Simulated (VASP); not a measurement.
Here is the system:

```yaml
crystal:
  lattice:
    - [-1.59952, 1.59952, 3.90831]
    - [1.59952, -1.59952, 3.90831]
    - [1.59952, 1.59952, -3.90831]
  atoms:
    - { symbol: Si, position: [0.66475, 0.66475, 0.00000] }
    - { symbol: Si, position: [0.33525, 0.33525, 0.00000] }
    - { symbol: Mo, position: [0.00000, 0.00000, 0.00000] }
```

Method: r2SCAN+rVV10, VASP's PBE PAW potentials (set 64) (plane waves; VASP). Settings: 520 eV cut-off, 15×15×15 Γ-centred mesh, tetrahedra with Blöchl corrections, potentials Si Mo_sv.

The cores are frozen, which limits the accuracy of field gradients.

**Question.** Give the principal components of the electric field gradient (V/Å²) and the asymmetry η at each nucleus.

**Answer.** 
| atom | Vxx | Vyy | Vzz | η |
|---|---|---|---|---|
| Si1 | 6.2 | 6.2 | -12.4 | 0.00 |
| Si2 | 6.2 | 6.2 | -12.4 | 0.00 |
| Mo3 | 32.0 | 32.0 | -64.0 | 0.00 |

The compound is MoSi2 in the MoSi2 type structure. It was relaxed first.
